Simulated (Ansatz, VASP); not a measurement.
# SnTe: VASP beside Ansatz, part 2 of 3

Wanted: the spread between two codes on one cell, functional and k mesh. The cell is taken from a series of runs on this material, whose earlier steps may have relaxed, scaled, displaced or heated it; both programs get it as it stands.

VASP 6.6.1 and Ansatz 0.2.0.

So far: Starting point; Ansatz: elastic constants, LDA, pair 1.

### 3. VASP: elastic constants, LDA, pair 1

Level of this step: LDA; plane waves and PAW (Sn_d, Te) (VASP).

The same cell, functional (in two slightly different forms), mesh and smearing now go to VASP, with its own data sets.

Lines of VASP's logs that name or quote its potential files are left out, and so is its time.

Input file INCAR:

```
SYSTEM = SnTe
PREC = Accurate
ENCUT = 500
EDIFF = 1E-08
NELM = 120
ISMEAR = 0
SIGMA = 0.01
LREAL = .FALSE.
ALGO = Normal
GGA = CA
NBANDS = 16
LORBIT = 11
LWAVE = .FALSE.
LCHARG = .FALSE.
ISIF = 3
IBRION = 6
NFREE = 2
POTIM = 0.015
NSW = 1
LASPH = .TRUE.
GGA_COMPAT = .FALSE.
EFERMI = MIDGAP
KPAR = 2
```

Input file POSCAR:

```
SnTe
1.0
    0.0000000000      3.1169598588      3.1169598588
    3.1169598588      0.0000000000      3.1169598588
    3.1169598588      3.1169598588      0.0000000000
Sn Te
1 1
Direct
    0.0000000000      0.0000000000      0.0000000000
    0.5000000000      0.5000000000      0.5000000000
```

Input file KPOINTS:

```
Automatic mesh
0
Gamma
6 6 6
0 0 0
```

Potentials, in the order of the species: Sn_d and Te (LDA family, release 64).

Launch:

```sh
> mpirun -np 2 vasp_std
```

Numbers of over 12 decimals in the logs are rounded to 6 here.

Output:

```text
[banner, memory and clock lines left out]
running    2 mpi-ranks, on    1 nodes
 distrk:  each k-point on    1 cores,    2 groups
 distr:  one band on    1 cores,    1 groups

 POSCAR found type information on POSCAR SnTe
 POSCAR found :  2 types and       2 ions
 LDA part: xc-table for (Slater(with rela. corr.)+CA(PZ))
 , standard interpolation
 POSCAR, INCAR and KPOINTS ok, starting setup
 FFT: planning ... GRIDC
 FFT: planning ... GRID_SOFT
 FFT: planning ... GRID
 WAVECAR not read
 entering main loop
       N       E                     dE             d eps       ncg     rms          rms(c)
DAV:   1     0.123184511892E+03    0.12318E+03   -0.94950E+03   520   0.139E+03
DAV:   2     0.186377339404E+01   -0.12132E+03   -0.11875E+03   544   0.350E+02
DAV:   3    -0.860013130066E+01   -0.10464E+02   -0.10439E+02   680   0.891E+01
DAV:   4    -0.887936179978E+01   -0.27923E+00   -0.27920E+00   592   0.160E+01
DAV:   5    -0.889193077843E+01   -0.12569E-01   -0.12569E-01   808   0.314E+00    0.556E+00
DAV:   6    -0.883976869718E+01    0.52162E-01   -0.10521E-01   720   0.247E+00    0.352E+00
DAV:   7    -0.883523838619E+01    0.45303E-02   -0.43502E-02   680   0.116E+00    0.635E-01
DAV:   8    -0.883413093028E+01    0.11075E-02   -0.75018E-03   656   0.720E-01    0.164E-01
DAV:   9    -0.883417195285E+01   -0.41023E-04   -0.56508E-04   688   0.221E-01    0.603E-02
DAV:  10    -0.883415135452E+01    0.20598E-04   -0.72077E-05   680   0.796E-02    0.265E-02
DAV:  11    -0.883415179294E+01   -0.43842E-06   -0.18518E-05   664   0.366E-02    0.890E-03
DAV:  12    -0.883415142567E+01    0.36727E-06   -0.19925E-06   680   0.138E-02    0.641E-03
DAV:  13    -0.883415142149E+01    0.41796E-08   -0.31626E-07   680   0.419E-03    0.508E-03
DAV:  14    -0.883415141522E+01    0.62691E-08   -0.32562E-08   600   0.907E-04
   1 F= -.88341514E+01 E0= -.88341514E+01  d E =-.186072E-52
[... from here on, the cycles between the ionic steps are left out ...]
   2 F= -.88291931E+01 E0= -.88291931E+01  d E =-.689322E-40
   3 F= -.88275233E+01 E0= -.88275233E+01  d E =-.151113E-85
   9 F= -.88336061E+01 E0= -.88336061E+01  d E =-.150082E-22
  10 F= -.88336060E+01 E0= -.88336060E+01  d E =-.150152E-22
  11 F= -.88336061E+01 E0= -.88336061E+01  d E =-.150233E-22
  12 F= -.88336060E+01 E0= -.88336060E+01  d E =-.150114E-22
  13 F= -.88336061E+01 E0= -.88336061E+01  d E =-.150067E-22
  14 F= -.88341873E+01 E0= -.88341873E+01  d E =-.105473E-53
  15 F= -.88341873E+01 E0= -.88341873E+01  d E =-.105260E-53
  16 F= -.88341925E+01 E0= -.88341925E+01  d E =-.105322E-53
 Finite differences progress:
  Degree of freedom:   8/  8
  Displacement:        1/  2
  Total:              15/ 16
 bond charge predicted
       N       E                     dE             d eps       ncg     rms          rms(c)
DAV:   1    -0.883329763496E+01    0.89490E-03   -0.35776E-01   976   0.216E+00    0.123E-01
DAV:   2    -0.883422112619E+01   -0.92349E-03   -0.10133E-02  1144   0.534E-01    0.434E-02
DAV:   3    -0.883419560471E+01    0.25521E-04   -0.15839E-04  1248   0.804E-02    0.253E-02
DAV:   4    -0.883419270166E+01    0.29030E-05   -0.27253E-05  1232   0.261E-02    0.102E-02
DAV:   5    -0.883419252363E+01    0.17803E-06   -0.33720E-06  1112   0.953E-03    0.951E-03
DAV:   6    -0.883419253798E+01   -0.14356E-07   -0.22860E-07  1384   0.269E-03    0.849E-03
DAV:   7    -0.883419253287E+01    0.51182E-08   -0.38185E-08  1136   0.136E-03
  17 F= -.88341925E+01 E0= -.88341925E+01  d E =-.105830E-53
 Finite differences progress:
  Degree of freedom:   8/  8
  Displacement:        2/  2
  Total:              16/ 16
```

OUTCAR, selected parts (step 3):

```text
ion  position               nearest neighbor table
   1  0.000  0.000  0.000-   2 3.12   2 3.12   2 3.12   2 3.12   2 3.12   2 3.12
   2  0.500  0.500  0.500-   1 3.12   1 3.12   1 3.12   1 3.12   1 3.12   1 3.12

  LATTYP: Found a face centered cubic cell.
 ALAT       =     6.2339197176

 Subroutine GETGRP returns: Found 48 space group operations
 (whereof 48 operations were pure point group operations)

The static configuration has the point symmetry O_h .

 Found     16 irreducible k-points:

   k-points           NKPTS =     16   k-points in BZ     NKDIM =     16   number of bands    NBANDS=     16

   dimension x,y,z NGX =    32 NGY =   32 NGZ =   32
   dimension x,y,z NGXF=    64 NGYF=   64 NGZF=   64

   ENCUT  =  500.0 eV  36.75 Ry    6.06 a.u.   8.04  8.04  8.04*2*pi/ulx,y,z

   NELECT =      20.0000    total number of electrons

 k-points in reciprocal lattice and weights: Automatic mesh
   0.00000000  0.00000000  0.00000000       0.005
   0.16666667  0.00000000  0.00000000       0.037
   0.33333333  0.00000000  0.00000000       0.037
   0.50000000  0.00000000  0.00000000       0.019
   0.16666667  0.16666667  0.00000000       0.028
   0.33333333  0.16666667  0.00000000       0.111
   0.50000000  0.16666667  0.00000000       0.111
  -0.33333333  0.16666667  0.00000000       0.111
  -0.16666667  0.16666667  0.00000000       0.056
[...]
-0.33333333  0.33333333  0.16666667       0.111
  -0.33333333  0.50000000  0.16666667       0.056

 average (electrostatic) potential at core
       1-100.0437       2 -88.3790

 E-fermi :   7.1842

 k-point     1 :       0.0000    0.0000    0.0000
  band No.  band energies     occupation
    ...
      6      -5.9135      2.00000
      7       2.4839      2.00000
      8       4.9377      2.00000
      9       4.9385      2.00000
     10       4.9385      2.00000
     11      10.5000      0.00000
     12      10.5000      0.00000
     13      10.5023      0.00000
     14      11.8707      0.00000
     15      11.8722      0.00000
    ...

 k-point     2 :       0.1667    0.0000    0.0000
  band No.  band energies     occupation
    ...
      6      -5.6704      2.00000
      7       1.2762      2.00000
      8       4.9835      2.00000
      9       4.9841      2.00000
     10       5.7425      2.00000
     11       9.4269      0.00000
     12       9.4270      0.00000
     13       9.4824      0.00000
     14      11.8362      0.00000
     15      12.4407      0.00000
    ...

 k-point     3 :       0.3333    0.0000    0.0000
  band No.  band energies     occupation
    ...
      6      -5.0316      2.00000
      7      -0.4991      2.00000
      8       5.1496      2.00000
      9       5.1504      2.00000
     10       6.5392      2.00000
     11       8.0409      0.00000
     12       8.0420      0.00000
     13       8.1349      0.00000
     14      12.9871      0.00000
     15      13.9892      0.00000
    ...

  Total        0.0354135      0.0332939      0.0332939      0.0000000     -0.0000000      0.0000000
  in kB        0.9368199      0.8807468      0.8807468      0.0000000     -0.0000000      0.0000000
  external PRESSURE =       0.8994379 kB  Pullay stress =       0.0000000 kB

  energy-cutoff  :      500.00
  volume of cell :       60.57
      direct lattice vectors                 reciprocal lattice vectors
     0.000000000  3.116959859  3.116959859    -0.160412717  0.160412717  0.160412717
     3.116959859  0.000000000  3.116959859     0.160412717 -0.160412717  0.160412717
     3.116959859  3.116959859  0.000000000     0.160412717  0.160412717 -0.160412717

 POSITION                                       TOTAL-FORCE (eV/Angst)
 -----------------------------------------------------------------------------------
      0.00000      0.00000      0.00000         0.005342      0.000000      0.000000
      3.10196      3.11696      3.11696        -0.005342      0.000000      0.000000
 -----------------------------------------------------------------------------------
    total drift:                               -0.000125     -0.000000     -0.000000

  FREE ENERGIE OF THE ION-ELECTRON SYSTEM (eV)
  ---------------------------------------------------
  free  energy   TOTEN  =        -8.8341925329 eV

  energy  without entropy=       -8.8341925329  energy(sigma->0) =       -8.83419253

  SYMMETRIZED ELASTIC MODULI (kBar)
 Direction    XX          YY          ZZ          XY          YZ          ZX
 --------------------------------------------------------------------------------
 XX        1366.3564    111.2600    111.2600      0.0000     -0.0000     -0.0000
 YY         111.2600   1366.3564    111.2600      0.0000     -0.0000     -0.0000
 ZZ         111.2600    111.2600   1366.3564      0.0000     -0.0000      0.0000
 XY           0.0000      0.0000      0.0000    130.1094      0.0000      0.0000
 YZ          -0.0000     -0.0000     -0.0000      0.0000    130.1094      0.0000
 ZX          -0.0000     -0.0000      0.0000      0.0000      0.0000    130.1094
 --------------------------------------------------------------------------------

 Eigenvectors and eigenvalues of the dynamical matrix
 ----------------------------------------------------

   1 f  =    0.018997 THz     0.119359 2PiTHz    0.633660 cm-1     0.078564 meV
             X         Y         Z           dx          dy          dz
      0.000000  0.000000  0.000000     0.175877   -0.597124   -0.332636
      3.116960  3.116960  3.116960     0.176534   -0.599353   -0.333878

   2 f  =    0.018997 THz     0.119359 2PiTHz    0.633660 cm-1     0.078564 meV
             X         Y         Z           dx          dy          dz
      0.000000  0.000000  0.000000     0.683210    0.143175    0.104221
      3.116960  3.116960  3.116960     0.685761    0.143710    0.104610

   3 f  =    0.018997 THz     0.119359 2PiTHz    0.633660 cm-1     0.078564 meV
             X         Y         Z           dx          dy          dz
      0.000000  0.000000  0.000000    -0.020697   -0.347966    0.613700
      3.116960  3.116960  3.116960    -0.020774   -0.349266    0.615991

   4 f/i=    1.173486 THz     7.373233 2PiTHz   39.143296 cm-1     4.853148 meV
             X         Y         Z           dx          dy          dz
      0.000000  0.000000  0.000000    -0.708423    0.000000   -0.000000
      3.116960  3.116960  3.116960     0.705788   -0.000000   -0.000000

   5 f/i=    1.173486 THz     7.373233 2PiTHz   39.143296 cm-1     4.853148 meV
             X         Y         Z           dx          dy          dz
      0.000000  0.000000  0.000000    -0.000000   -0.708423   -0.000000
      3.116960  3.116960  3.116960     0.000000    0.705788   -0.000000

   6 f/i=    1.173486 THz     7.373233 2PiTHz   39.143296 cm-1     4.853148 meV
             X         Y         Z           dx          dy          dz
      0.000000  0.000000  0.000000     0.000000    0.000000   -0.708423
      3.116960  3.116960  3.116960     0.000000    0.000000    0.705788

 ELASTIC MODULI CONTR FROM IONIC RELAXATION (kBar)
 Direction    XX          YY          ZZ          XY          YZ          ZX
 --------------------------------------------------------------------------------
 XX           0.0000      0.0000      0.0000      0.0000      0.0000      0.0000
 YY           0.0000      0.0000      0.0000      0.0000      0.0000      0.0000
 ZZ           0.0000      0.0000      0.0000      0.0000      0.0000      0.0000
 XY           0.0000      0.0000      0.0000      0.0000      0.0000      0.0000
 YZ           0.0000      0.0000      0.0000      0.0000      0.0000      0.0000
 ZX           0.0000      0.0000      0.0000      0.0000      0.0000      0.0000
 --------------------------------------------------------------------------------

 TOTAL ELASTIC MODULI (kBar)
 Direction    XX          YY          ZZ          XY          YZ          ZX
 --------------------------------------------------------------------------------
 XX        1366.3564    111.2600    111.2600      0.0000     -0.0000     -0.0000
 YY         111.2600   1366.3564    111.2600      0.0000     -0.0000     -0.0000
 ZZ         111.2600    111.2600   1366.3564      0.0000     -0.0000      0.0000
 XY           0.0000      0.0000      0.0000    130.1094      0.0000      0.0000
 YZ          -0.0000     -0.0000     -0.0000      0.0000    130.1094      0.0000
 ZX          -0.0000     -0.0000      0.0000      0.0000      0.0000    130.1094
 --------------------------------------------------------------------------------

 total charge
# of ion       s       p       d       tot
------------------------------------------
    1        1.365   0.784   9.987  12.137
    2        1.399   1.968   0.035   3.401
--------------------------------------------------
tot          2.764   2.752  10.022  15.538

[... 3 further parts left out ...]
```

The last energy, forces, stress and levels in OUTCAR belong to the last displaced cell, not to the cell of POSCAR. With imaginary modes the cell is no minimum, so the ionic parts of its dielectric, piezoelectric and elastic tensors have no meaning.

Levels, forces or a CONTCAR printed for this step are those of its last displaced cell, not of the structure at rest.

### 4. Differences

Known differences besides the potentials themselves: the two LDA forms differ slightly; the data sets hold 30 valence electrons in Ansatz (on its default PAW (the set named soft_2) files) and 20 in VASP; the cutoff is 420 eV in Ansatz and 500 eV in VASP; VASP's log shows a relativistic correction to its local exchange, Ansatz's none; VASP takes each elastic constant from one size of strain, Ansatz from those that its log lists. Total energies have different zeros and are not compared.

The two programs side by side:

```tsv
quantity	Ansatz	VASP	difference
C11 (GPa)	134.9	136.6	-1.24 %
C22 (GPa)	134.9	136.6	-1.24 %
C33 (GPa)	134.9	136.6	-1.24 %
C12 (GPa)	11.0	11.1	-1.21 %
C13 (GPa)	11.0	11.1	-1.21 %
C23 (GPa)	11.0	11.1	-1.21 %
C44 (GPa)	13.3	13.0	+1.89 %
C55 (GPa)	13.3	13.0	+1.89 %
C66 (GPa)	13.3	13.0	+1.89 %
```

### 5. VASP: elastic constants, LDA, pair 2

Elastic constants are differences of stresses under small strains, so they test the stress and the mesh. The cell compared in this pair holds 60.72 Å³, against 60.57 Å³ for the pair before.

INCAR is that of step 3.

Input file POSCAR:

```
SnTe
1.0
    0.0000000000      3.1195882057      3.1195882057
    3.1195882057      0.0000000000      3.1195882057
    3.1195882057      3.1195882057      0.0000000000
Sn Te
1 1
Direct
    0.0000000000      0.0000000000      0.0000000000
    0.5000000000      0.5000000000      0.5000000000
```

Input file KPOINTS:

```
Automatic mesh
0
Gamma
8 8 8
0 0 0
```

Launch:

```sh
> mpirun -np 2 vasp_std
```

Output:

```text
[... set-up lines as in an earlier step ...]
 entering main loop
       N       E                     dE             d eps       ncg     rms          rms(c)
DAV:   1     0.123605191885E+03    0.12361E+03   -0.94506E+03   936   0.140E+03
DAV:   2     0.118660381635E+01   -0.12242E+03   -0.12030E+03  1072   0.355E+02
DAV:   3    -0.861330027648E+01   -0.97999E+01   -0.97756E+01  1168   0.876E+01
DAV:   4    -0.887814884403E+01   -0.26485E+00   -0.26481E+00  1168   0.158E+01
[...]
DAV:  12    -0.883108518743E+01    0.50301E-06   -0.25832E-06  1152   0.135E-02    0.908E-03
DAV:  13    -0.883108515995E+01    0.27482E-07   -0.27790E-07  1176   0.323E-03    0.148E-03
DAV:  14    -0.883108515269E+01    0.72564E-08   -0.32456E-08  1016   0.250E-03
   1 F= -.88310852E+01 E0= -.88310852E+01  d E =-.814047E-50
[... from here on, the cycles between the ionic steps are left out ...]
   2 F= -.88253879E+01 E0= -.88253879E+01  d E =-.832837E-38
   3 F= -.88246918E+01 E0= -.88246918E+01  d E =-.840161E-82
   9 F= -.88303907E+01 E0= -.88303907E+01  d E =-.425735E-21
  10 F= -.88303906E+01 E0= -.88303906E+01  d E =-.426146E-21
  11 F= -.88303907E+01 E0= -.88303907E+01  d E =-.426297E-21
  12 F= -.88303905E+01 E0= -.88303905E+01  d E =-.426164E-21
  13 F= -.88303907E+01 E0= -.88303907E+01  d E =-.426013E-21
  14 F= -.88310837E+01 E0= -.88310837E+01  d E =-.341514E-51
  15 F= -.88310837E+01 E0= -.88310837E+01  d E =-.341527E-51
  16 F= -.88310890E+01 E0= -.88310890E+01  d E =-.340594E-51
  17 F= -.88310890E+01 E0= -.88310890E+01  d E =-.341199E-51
 Finite differences progress:
  Degree of freedom:   8/  8
  Displacement:        2/  2
  Total:              16/ 16
```

Parts of OUTCAR (step 5):

```text
  Total        0.0012442     -0.0009370     -0.0009370     -0.0000000     -0.0000000     -0.0000000
  in kB        0.0328307     -0.0247240     -0.0247240     -0.0000000     -0.0000000     -0.0000000
  external PRESSURE =      -0.0055391 kB  Pullay stress =       0.0000000 kB

 POSITION                                       TOTAL-FORCE (eV/Angst)
 -----------------------------------------------------------------------------------
      0.00000      0.00000      0.00000         0.000439      0.000000      0.000000
      3.10459      3.11959      3.11959        -0.000439      0.000000      0.000000
 -----------------------------------------------------------------------------------
    total drift:                               -0.000007     -0.000000     -0.000000

  FREE ENERGIE OF THE ION-ELECTRON SYSTEM (eV)
  ---------------------------------------------------
  free  energy   TOTEN  =        -8.8310890431 eV

  energy  without entropy=       -8.8310890431  energy(sigma->0) =       -8.83108904

[... 3 further parts left out ...]
[key lines of the parts left out:]
E-fermi :   7.1524
```

Levels, forces or a CONTCAR printed for this step are those of its last displaced cell, not of the structure at rest.

### 6. Ansatz: elastic constants, LDA, pair 2

The same cell, functional (in two slightly different forms), mesh and smearing now go to Ansatz.

The cell is taken from a series of runs on this material, whose earlier steps may have relaxed, scaled, displaced or heated it; both programs get it as it stands.

Input file input.yaml:

```yaml
crystal:
  lattice:
    - [0.0, 3.1195882057, 3.1195882057]
    - [3.1195882057, 0.0, 3.1195882057]
    - [3.1195882057, 3.1195882057, 0.0]
  atoms:
    - { symbol: Sn, position: [0.0, 0.0, 0.0] }
    - { symbol: Te, position: [0.5, 0.5, 0.5] }
kpoints:
  mp_grid: { grid: [8, 8, 8] }
hamiltonian:
  xc: lda
scf:
  occupations: { method: gaussian, width: 0.01 }
output:
  forces: true
  stress: true
  eigenvalues: true
basis:
  ecutwfc: 290.0
elastic:
  mode: relaxed_ion
  stencil: two_point
```

Launch:

```sh
> ansatz run input.yaml --threads 4 --pin off --max-ram 8192MiB --backend cpu --events-out ev --progress --plain --runs-dir out
```

Output:

```text
Warning: basis.ecutwfc = 290 eV is below the records' recommended 420 eV, and the density's cutoff is lower with it unless basis.ecutrho_ratio is high enough to keep the records' density cutoff: compare with a run at a higher cutoff
[...]
Crystal: 2 atoms, lattice volume = 60.719 Å³
Basis set: ecut = 290 eV, 701 PW (Γ)
[...]
2.000e-3       0.2951      -12707.1230937       6   17445    701   relax 0 steps, max|allowed force component| 6.31e-30 eV/Å
[...]
δ    σ_23 (GPa)             F (eV)   n_scf  n_hpsi   n_pw
    -2.000e-3      -0.0332      -12707.1236459       6   32296    700   relax 0 steps, max|allowed force component| 1.72e-29 eV/Å
     2.000e-3       0.0332      -12707.1236459       5   25615    700   relax 0 steps, max|allowed force component| 2.01e-29 eV/Å
[key lines of the parts left out:]
SCF converged after 9 iterations
Free energy (F): -12707.123549 eV
Fermi energy:    9.828502 eV
P = ⅓ Tr σ = -0.0108 GPa (-0.108 kbar)
```

### 7. Side by side

What differs besides the data sets and the points named for the pairs above, as far as they apply: the data sets hold 30 valence electrons in Ansatz (on its default PAW (the set named soft_2) files) and 20 in VASP; the cutoff is 290 eV in Ansatz and 500 eV in VASP; Ansatz's log warns that its cutoff lies below the recommended one. Total energies have different zeros and are not compared.

The two programs side by side:

```tsv
quantity	Ansatz	VASP	difference
C11 (GPa)	144.4	142.2	+1.56 %
C22 (GPa)	144.4	142.2	+1.56 %
C33 (GPa)	144.4	142.2	+1.56 %
C12 (GPa)	6.3	6.0	+5.12 %
C13 (GPa)	6.3	6.0	+5.12 %
C23 (GPa)	6.3	6.0	+5.12 %
C44 (GPa)	16.6	16.5	+0.85 %
C55 (GPa)	16.6	16.5	+0.85 %
C66 (GPa)	16.6	16.5	+0.85 %
```

[end of part 2 of 3]

[Lines on the potential files, build, host, timing and source positions are cut from VASP's logs without a mark.]

[Logs are printed without paths, hosts, clocks, repeated set-up lines and the standing remarks that a program may print on its own settings, such as how far it seeks lower states.]

[Hosts, paths, dates, database ids (printed as entryN), source tags and the programs' standing remarks are cut or masked in the printed files.]
